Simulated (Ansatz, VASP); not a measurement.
# Sc4Zn: VASP beside Ansatz

```
Sc Zn
1.0
    -3.17071    3.17071    3.17071
     3.17071   -3.17071    3.17071
     3.17071    3.17071   -3.17071
Sc Zn
4 1
Direct
  0.00000 0.00000 0.50000
  0.00000 0.50000 0.00000
  0.50000 0.00000 0.00000
  0.50000 0.50000 0.50000
  0.00000 0.00000 0.00000
```

Change from the starting cell: species swapped into the CrGa4 type (Im-3m, No. 229).

Alike in both runs: functional PBE; k mesh 4 × 4 × 4; occupations gaussian, width 0.1 eV; no spin polarisation.

Ansatz relaxed the structure, and its values are those at the end. VASP's run is a single point on that final structure, the one shown.

```csv
,VASP,Ansatz
version,VASP 6.6.1,Ansatz 0.2.0
potentials or method,"VASP PAW PBE potentials, release 64 (Sc_sv, Zn)","scalar-relativistic, plane waves, PAW"
plane-wave cutoff (eV),520,420
valence electrons in the cell,56,56
```

|  | VASP | Ansatz | Ansatz less VASP |
| --- | --- | --- | --- |
| gap on the k mesh at the Fermi level (eV) | none | none | - |
| pressure (GPa) | 0.1 | 0.1 | -0.09 |

A gap of «none» marks a metal or a gap that the smearing closes.
